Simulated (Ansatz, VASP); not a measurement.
# NiO2: VASP beside Ansatz

One calculation is typed for both programs; each brings its own data sets. How far apart do they land? The cell is taken from a series of runs on this material, whose earlier steps may have relaxed, scaled, displaced or heated it; both programs get it as it stands.

Main program and level: Ansatz 0.2.0; plane waves, with VASP 6.6.1 beside it; single point at LDA.

### Step 1. Set-up

The cell holds 3 atoms: 1 Ni and 2 O. Its edges and angles: a = 2.970 Å, b = 2.970 Å, c = 20.000 Å, α = 90.0°, β = 90.0°, γ = 120.0°. Vacuum lies along c.

### Step 2. Ansatz: single point, LDA

Ansatz runs on its default PAW (the set named soft_2) files.

With cell and atoms fixed, the geometry can't cause a difference; cores, projectors, grids and the points listed under the comparison can.

Contents of input.yaml:

```yaml
crystal:
  lattice:
    - [2.97, 0.0, 0.0]
    - [-1.485, 2.5721, 0.0]
    - [0.0, 0.0, 20.0]
  atoms:
    - { symbol: Ni, position: [0.0, 0.0, 0.5] }
    - { symbol: O, position: [0.333333, 0.666667, 0.55635] }
    - { symbol: O, position: [0.666667, 0.333333, 0.44365] }
  periodic: [true, true, false]
kpoints:
  mp_grid: { grid: [9, 9, 1] }
hamiltonian:
  xc: lda
scf:
  occupations: { method: gaussian, width: 0.1 }
output:
  forces: true
  stress: true
  eigenvalues: true
```

Run with:

```console
ansatz run input.yaml --threads 8 --pin off --max-ram 14336MiB --backend cpu --events-out ev --progress --plain --runs-dir out
```

Numbers of over 12 decimals in the logs are rounded to 6 here.

Output:

```text
Warning: crystal.periodic: the lattice vector that does not repeat stood 0.000° off the slab's normal, 20.000 Å along it as the deck builds it. The run solves the slab on a vector along the normal, 28.308 Å long, with every atom where it was (on the deck's vector they left 17.75 Å outside them, and the widest stretch free of ions among them is 1.13 Å). A fractional position that the run reports is one of the run's ce [...]
Warning: the atoms were moved onto the symmetric positions of the space group found under crystal.symmetry.tolerance 1.0e-5 (fractional; no operation is sought that the atoms, as they stand in a round, miss by more than twice it, and no atom is moved by as much as it), and the run uses the moved positions. Before a round's move an operation carried an atom to 2.97e-6 Å from where it should land, the largest such dist [...]
crystal.periodic: the lattice vector that does not repeat stood 0.000° off the slab's normal, 20.000 Å along it as the deck builds it. The run solves the slab on a vector along the normal, 28.308 Å long, with every atom where it was (on the deck's vector they left 17.75 Å outside them, and the widest stretch free of ions among them is 1.13 Å). A fractional position that the run reports is one of the run's cell, which [...]
Engine: ansatz 0.2.0, aarch64-unknown-linux-gnu
Pseudopotentials: kind: paw
Pseudopotential: Ni, paw, valence charge 18, recommended cutoff 420 eV (normal), Ni.paw.azcp
Pseudopotential: O, paw, valence charge 6, recommended cutoff 420 eV (normal), O.paw.azcp
Functional definition: SPW92
  exchange = slater_x
  correlation = pw_c
Crystal: 3 atoms, lattice volume = 216.249 Å³
Basis set: ecut = 420 eV, 4139 PW (Γ)
Bands: 19, of which v1, the nominal top of the filled ones, is band 15 counted from 1 (14 counted from 0)
Symmetry: 12 space group operations
Space group: P-3m1 (ITA 164), of the structure as read, at distance tolerance 6.0e-5 Å
k-points: 12 of 81
Non-local potential: Ni, projectors of the file, l = 0: 3, l = 1: 2, l = 2: 3, l = 3: 1
Non-local potential: O, projectors of the file, l = 0: 2, l = 1: 2, l = 2: 1
PAW form: soft (Blöchl's): semilocal exchange-correlation on the pseudo side does not see the compensation charge
PAW frozen core: Ni, regenerated for the run's functional, and the local potential with it (the file was generated under x = pbe(κ = 0.804, μ = 0.219515), c = pbe(β = 0.066725))
PAW frozen core: O, regenerated for the run's functional, and the local potential with it (the file was generated under x = pbe(κ = 0.804, μ = 0.219515), c = pbe(β = 0.066725))
PAW one-centre angular grid: Ni, 590 points (default); XC on 64 Gauss nodes
PAW one-centre angular grid: O, 110 points (default); XC on 64 Gauss nodes
Initial density: superposition of atomic densities (neutral atoms: chi_scale 0, normalization atom), corrected by the library's trained network
Initial wavefunctions: pseudopotential atomic-orbital guess
Functional: x = slater, c = lda
SCF iter   1: F=—  HF=-6879.320102 eV  |F-HF|=—  |Δ(HF+E_count)|=         —  Δρ=1.25e-2  dr2=3.56e-1  ethr=1.77e-3  ⟨swp⟩=9.2  Hψ=1579  notcnv=0
preconditioner: auto → none  [insulator: Δε(μ)=0.997 eV  Ē_g=10.240 eV  σ=0.100 eV  W_gap=1.00  n_scr=16 (ndim 8)  ℏωp=11.8 eV  f_vac=0.822  D(μ)=0.00/eV (n_scr^D=0)  ε∞_Penn≈2.3]
SCF iter   2: F=—  HF=-6879.845359 eV  |F-HF|=—  |Δ(HF+E_count)|=   5.25e-1  Δρ=6.14e-2  dr2=6.88e0  ethr=1.19e-3  ⟨swp⟩=4.0  Hψ=669  notcnv=0  recentre
SCF iter   3: F=—  HF=-6879.286487 eV  |F-HF|=—  |Δ(HF+E_count)|=   5.59e-1  Δρ=6.22e-3  dr2=9.16e-2  ethr=1.19e-3  ⟨swp⟩=3.8  Hψ=591  notcnv=0
SCF iter   4: F=—  HF=-6879.273628 eV  |F-HF|=—  |Δ(HF+E_count)|=   1.29e-2  Δρ=9.60e-4  dr2=6.74e-4  ethr=3.05e-4  ⟨swp⟩=2.2  Hψ=414  notcnv=0
SCF iter   5: F=—  HF=-6879.274554 eV  |F-HF|=—  |Δ(HF+E_count)|=   9.26e-4  Δρ=8.66e-4  dr2=9.96e-4  ethr=2.25e-6  ⟨swp⟩=3.2  Hψ=567  notcnv=0
SCF iter   6: F=—  HF=-6879.274370 eV  |F-HF|=—  |Δ(HF+E_count)|=   1.84e-4  Δρ=2.32e-4  dr2=6.17e-5  ethr=2.25e-6  ⟨swp⟩=2.9  Hψ=487  notcnv=0
SCF iter   7: F=—  HF=-6879.274414 eV  |F-HF|=—  |Δ(HF+E_count)|=   4.39e-5  Δρ=6.18e-5  dr2=4.40e-6  ethr=2.06e-7  ⟨swp⟩=3.0  Hψ=488  notcnv=0
SCF iter   8: F=—  HF=-6879.274414 eV  |F-HF|=—  |Δ(HF+E_count)|=   1.07e-7  Δρ=1.70e-5  dr2=4.58e-7  ethr=1.47e-8  ⟨swp⟩=2.8  Hψ=438  notcnv=0
SCF iter   9: F=-6879.274414 eV  HF=-6879.274414 eV  |F-HF|=3.01e-8  |Δ(HF+E_count)|=   2.10e-8  Δρ=4.61e-6  dr2=3.56e-8  ethr=3.33e-10  ⟨swp⟩=13.1  Hψ=1419  notcnv=0
SCF 1 converged in 9 iterations: F = -6879.274414 eV  dr2 = 3.56e-8
  greatest PAW one-centre occupation: 1.000 electrons in one spin orbital (limit 2), on the Ni atom at site 0 (counted from 0), in its partial waves of l = 1
SCF converged after 9 iterations
Free energy (F): -6879.274414 eV
Harris-Foulkes:  -6879.274414 eV  (|F-HF|=3.01e-8)
Internal energy: -6879.274414 eV  (E = F + TS)
E sigma→0 (E₀):  -6879.274414 eV
Fermi energy:    -8.404434 eV
--- Per-component energies (eV) ---
  E_band       = -952.492678
  E_kinetic    = 609.060737
  E_local      = -70177.937113  (includes V_loc(G=0)·N_el)
  E_nonlocal   = 731.628297
  E_hartree    = 34377.379367
  E_xc         = -222.818762
  E_vxc        = -287.042148  (∫ρ·V_xc dr)
  E_paw        = -1847.352161  (= ΣΔE_a)
  E_vpaw       = -582.973093  (= ΣTr[D̂ρ^β])
  E_aug_tail   = 0.005238  (compensation charges beyond the density's cutoff)
  E_ewald      = 29650.132019
  E_core_change = 0.627963  (= ΣΔE_core)
  E_smearing   = -0.000000  (= −TS)
  E_closure    = -0.000000  (closes the sum)
  Σ components = -6879.274414   (vs F -6879.274414, Δ=0.00e0)
--- Forces (eV/Å), atoms counted from 1 ---
  atom   1  Ni    -0.00000000    -0.00000000     0.00000000
  atom   2  O     -0.00000000    -0.00000000    -3.77075954
  atom   3  O      0.00000000     0.00000000     3.77075954
  max |Σ_I F_I| component: 3.47e-18 eV/Å
--- 2D stress c σ (N/m, compression-positive) ---
      -18.168362       0.000000       0.000000
        0.000000     -18.168362       0.000000
        0.000000       0.000000       0.000000
  P = ½ c Tr σ = -18.1684 N/m
--- Band table (eV; the first three rows and the last of 12) ---
  k-point 0: bands = [... 11 lower, -9.7029, -9.3009, -9.3009, -9.1181, -7.2068, -7.2068, -2.5353, -0.5162]
  k-point 1: bands = [... 11 lower, -9.6365, -9.5414, -9.1688, -8.9040, -7.5058, -7.2646, -2.0544, -0.2073]
  k-point 2: bands = [... 11 lower, -9.7753, -9.4542, -9.1004, -8.9077, -7.9284, -7.3486, -0.9284, 0.6088]
  k-point 11: bands = [... 11 lower, -10.8732, -9.7922, -9.1888, -9.1888, -7.6910, -7.6910, 2.5525, 3.9062]
```

Reading the cycles: dr2 is the Hartree energy of the density residual (eV), the measure of convergence; HF is the Harris–Foulkes estimate of the energy, which meets the free energy F at convergence.

### Step 3. VASP: single point, LDA

The same cell, functional (in two slightly different forms), mesh and smearing now go to VASP, with its own data sets.

Lines of VASP's logs that name or quote its potential files are left out, and so is its time.

Contents of INCAR:

```
SYSTEM = NiO2
PREC = Accurate
ENCUT = 520
EDIFF = 1E-06
NELM = 120
ISMEAR = 0
SIGMA = 0.1
LREAL = .FALSE.
ALGO = Normal
GGA = CA
NBANDS = 17
LASPH = .TRUE.
LORBIT = 11
LWAVE = .FALSE.
LCHARG = .FALSE.
ISIF = 2
LDIPOL = .TRUE.
IDIPOL = 3
DIPOL = 0.5 0.5 0.5
LVHAR = .TRUE.
GGA_COMPAT = .FALSE.
EFERMI = MIDGAP
NELMDL = -8
```

Contents of POSCAR:

```
NiO2
1.0
    2.9700000000      0.0000000000      0.0000000000
   -1.4850000000      2.5721000000      0.0000000000
    0.0000000000      0.0000000000     20.0000000000
Ni O
1 2
Direct
    0.0000000000      0.0000000000      0.5000000000
    0.3333330000      0.6666670000      0.5563500000
    0.6666670000      0.3333330000      0.4436500000
```

Contents of KPOINTS:

```
Automatic mesh
0
Gamma
9 9 1
0 0 0
```

The projector-augmented-wave data sets are Ni and O (LDA family, release 64).

Run with:

```console
mpirun -np 1 vasp_std
```

Output:

```text
[banner, memory and clock lines left out]
running    1 mpi-ranks, on    1 nodes
 distrk:  each k-point on    1 cores,    1 groups
 distr:  one band on    1 cores,    1 groups

 POSCAR found type information on POSCAR NiO
 POSCAR found :  2 types and       3 ions
 LDA part: xc-table for (Slater(with rela. corr.)+CA(PZ))
 , standard interpolation
 POSCAR, INCAR and KPOINTS ok, starting setup
 FFT: planning ... GRIDC
 FFT: planning ... GRID_SOFT
 FFT: planning ... GRID
 WAVECAR not read
 entering main loop
       N       E                     dE             d eps       ncg     rms          rms(c)
DAV:   1     0.185344005612E+03    0.18534E+03   -0.89645E+03   408   0.106E+03
DAV:   2     0.553088378231E+01   -0.17981E+03   -0.16831E+03   520   0.255E+02
DAV:   3    -0.259146846709E+02   -0.31446E+02   -0.30831E+02   513   0.118E+02
DAV:   4    -0.267651486936E+02   -0.85046E+00   -0.84765E+00   491   0.240E+01
DAV:   5    -0.267814363666E+02   -0.16288E-01   -0.16264E-01   503   0.301E+00
DAV:   6    -0.267819930494E+02   -0.55668E-03   -0.55665E-03   546   0.567E-01
DAV:   7    -0.267820141933E+02   -0.21144E-04   -0.21144E-04   560   0.945E-02
DAV:   8    -0.267820150499E+02   -0.85665E-06   -0.85655E-06   482   0.165E-02    0.245E+01
DAV:   9    -0.410990474800E+02   -0.14317E+02   -0.84994E+01   533   0.184E+02    0.523E+01
DAV:  10    -0.246640376204E+02    0.16435E+02   -0.15868E+01   504   0.767E+01    0.254E+01
DAV:  11    -0.192711667465E+02    0.53929E+01   -0.19646E+01   550   0.924E+01    0.925E+00
DAV:  12    -0.190757181191E+02    0.19545E+00   -0.34220E+00   612   0.520E+01    0.784E+00
DAV:  13    -0.184570765169E+02    0.61864E+00   -0.12306E+00   528   0.297E+01    0.752E-01
DAV:  14    -0.184527431213E+02    0.43334E-02   -0.19547E-01   544   0.362E+00    0.473E-01
DAV:  15    -0.184553467503E+02   -0.26036E-02   -0.79036E-03   590   0.182E+00    0.571E-01
DAV:  16    -0.184528886990E+02    0.24581E-02   -0.24768E-03   608   0.146E+00    0.200E-01
DAV:  17    -0.184527048297E+02    0.18387E-03   -0.44699E-04   592   0.343E-01    0.113E-01
DAV:  18    -0.184526727389E+02    0.32091E-04   -0.17811E-04   568   0.396E-01    0.107E-02
DAV:  19    -0.184526846271E+02   -0.11888E-04   -0.56312E-05   513   0.695E-02    0.597E-03
DAV:  20    -0.184527091387E+02   -0.24512E-04   -0.51970E-06   496   0.293E-02    0.710E-03
DAV:  21    -0.184527247813E+02   -0.15643E-04   -0.67017E-07   398   0.919E-03    0.899E-03
DAV:  22    -0.184527428441E+02   -0.18063E-04   -0.19655E-06   391   0.245E-02    0.255E-03
DAV:  23    -0.184527454603E+02   -0.26161E-05   -0.55771E-07   388   0.449E-03    0.287E-03
DAV:  24    -0.184527456125E+02   -0.15223E-06   -0.12914E-07   383   0.105E-02
   1 F= -.18452746E+02 E0= -.18452746E+02  d E =-.200073E-11
```

From OUTCAR (step 3):

```text
ion  position               nearest neighbor table
   1  0.000  0.000  0.500-   2 2.05   3 2.05   3 2.05   2 2.05   3 2.05   2 2.05
   2  0.333  0.667  0.556-   1 2.05   1 2.05   1 2.05
   3  0.667  0.333  0.444-   1 2.05   1 2.05   1 2.05

  LATTYP: Found a hexagonal cell.
 ALAT       =     2.9700000000
 C/A-ratio  =     6.7340067340

 Subroutine GETGRP returns: Found 12 space group operations
 (whereof 12 operations were pure point group operations)

The static configuration has the point symmetry D_3d.

 Found     12 irreducible k-points:

   k-points           NKPTS =     12   k-points in BZ     NKDIM =     12   number of bands    NBANDS=     17

   dimension x,y,z NGX =    24 NGY =   24 NGZ =  150
   dimension x,y,z NGXF=    48 NGYF=   48 NGZF=  300

   ENCUT  =  520.0 eV  38.22 Ry    6.18 a.u.   5.52  5.52 37.19*2*pi/ulx,y,z

   NELECT =      22.0000    total number of electrons

 k-points in reciprocal lattice and weights: Automatic mesh
   0.00000000  0.00000000  0.00000000       0.012
   0.11111111  0.00000000  0.00000000       0.074
   0.22222222  0.00000000  0.00000000       0.074
   0.33333333  0.00000000  0.00000000       0.074
   0.44444444  0.00000000  0.00000000       0.074
   0.11111111  0.11111111  0.00000000       0.074
   0.22222222  0.11111111  0.00000000       0.148
   0.33333333  0.11111111  0.00000000       0.148
   0.44444444  0.11111111  0.00000000       0.074
   0.22222222  0.22222222  0.00000000       0.074
   0.33333333  0.22222222  0.00000000       0.148
   0.33333333  0.33333333  0.00000000       0.025

 dipolmoment           0.000000      0.000000     -0.000000 electrons x Angstroem

 average (electrostatic) potential at core
       1 -97.8622       2 -82.1379       3 -82.1379

 E-fermi :  -6.1910

 k-point     1 :       0.0000    0.0000    0.0000
  band No.  band energies     occupation
    ...
      7      -7.9140      2.00000
      8      -7.4425      2.00000
      9      -7.0358      2.00000
     10      -7.0358      2.00000
     11      -6.8989      2.00000
     12      -4.9904      0.00000
     13      -4.9904      0.00000
     14      -0.2326      0.00000
     15       1.7677      0.00000
     16       2.2227      0.00000
    ...

 k-point     2 :       0.1111    0.0000    0.0000
  band No.  band energies     occupation
    ...
      7      -8.0973      2.00000
      8      -7.3987      2.00000
      9      -7.2823      2.00000
     10      -6.9181      2.00000
     11      -6.6797      2.00000
     12      -5.2904      0.00000
     13      -5.0480      0.00000
     14       0.2469      0.00000
     15       2.0764      0.00000
     16       2.4942      0.00000
    ...

 k-point     3 :       0.2222    0.0000    0.0000
  band No.  band energies     occupation
    ...
      7      -8.3529      2.00000
      8      -7.5525      2.00000
      9      -7.1906      2.00000
     10      -6.8650      2.00000
     11      -6.6912      2.00000
     12      -5.7190      0.00000
     13      -5.1318      0.00000
     14       1.3714      0.00000
     15       2.8899      0.00000
     16       3.2836      0.00000
    ...

  Total       -8.5420547     -8.5420849     -8.3979181      0.0000000      0.0000000     -0.0000000
  in kB      -89.5774375    -89.5777545    -88.0659297      0.0000000      0.0000000     -0.0000000
  external PRESSURE =     -89.0737072 kB  Pullay stress =       0.0000000 kB

  energy-cutoff  :      520.00
  volume of cell :      152.78
      direct lattice vectors                 reciprocal lattice vectors
     2.970000000  0.000000000  0.000000000     0.336700337  0.194393686  0.000000000
    -1.485000000  2.572100000  0.000000000     0.000000000  0.388787372  0.000000000
     0.000000000  0.000000000 20.000000000     0.000000000  0.000000000  0.050000000

 POSITION                                       TOTAL-FORCE (eV/Angst)
 -----------------------------------------------------------------------------------
      0.00000      0.00000     10.00000        -0.000000      0.000000      0.000000
     -0.00000      1.71473     11.12700         0.000000      0.000000     -3.705989
      1.48500      0.85737      8.87300        -0.000000      0.000000      3.705989
 -----------------------------------------------------------------------------------
    total drift:                                0.000000     -0.000000      0.000000

  FREE ENERGIE OF THE ION-ELECTRON SYSTEM (eV)
  ---------------------------------------------------
  free  energy   TOTEN  =       -18.4527456125 eV

  energy  without entropy=      -18.4527456125  energy(sigma->0) =      -18.45274561

 vacuum level on the upper side and lower side of the slab         2.266         2.266

 total charge
# of ion       s       p       d       tot
------------------------------------------
    1        0.385   0.492   8.073   8.950
    2        1.586   3.159   0.000   4.745
    3        1.586   3.159   0.000   4.745
--------------------------------------------------
tot          3.557   6.809   8.073  18.440

[... 3 further parts left out ...]
```

The run ends at a pressure of -8.91 GPa, with forces up to 3.7 eV/Å.

### Step 4. Comparison

Known differences besides the potentials themselves: the two LDA forms differ slightly; Ansatz cuts the interaction across the vacuum, VASP repeats the sheet with a dipole correction; the data sets hold 30 valence electrons in Ansatz (on its default PAW (the set named soft_2) files) and 22 in VASP; the cutoff is 420 eV in Ansatz and 520 eV in VASP; VASP's log shows a relativistic correction to its local exchange, Ansatz's none. Total energies have different zeros and are not compared.

Both answers:

```
              quantity  Ansatz   VASP  difference
gap on the k mesh (eV)   0.954  0.944      +0.010
```

Forces (eV/Å; atoms numbered as in POSCAR):

```csv
atom,"Ansatz x, y, z","VASP x, y, z"
Ni1,"0.000, 0.000, 0.000","0.000, 0.000, 0.000"
O2,"0.000, 0.000, -3.771","0.000, 0.000, -3.706"
O3,"0.000, 0.000, 3.771","0.000, 0.000, 3.706"
```

The forces differ by 31 meV/Å r.m.s., which is 1.7 % of the r.m.s. force of 1.747 eV/Å (both taken over all components). A gap on the mesh is an upper bound, since the band edges may lie between its points. With vacuum in the cell, a pressure given here is an average over mostly empty space and none of the material.

### Step 5. Summary of results

| Item | Value |
| --- | --- |
| r.m.s. force difference (single point, LDA) | 1.7 % of the r.m.s. force |

What this shows: The r.m.s. force difference is 1.7 % of the r.m.s. force (single point, LDA), within the 3 % picked in this series as the mark of a large difference. The data sets hold unlike numbers of valence electrons (30 in Ansatz and 22 in VASP), so part of the differences comes from the potentials. How closely two codes agree says nothing of how well the functional describes the real material.

[Lines on the potential files, build, host, timing and source positions are cut from VASP's logs without a mark.]

[Logs are printed without paths, hosts, clocks, repeated set-up lines and the standing remarks that a program may print on its own settings, such as how far it seeks lower states.]

[Hosts, paths, dates, database ids (printed as entryN), source tags and the programs' standing remarks are cut or masked in the printed files.]
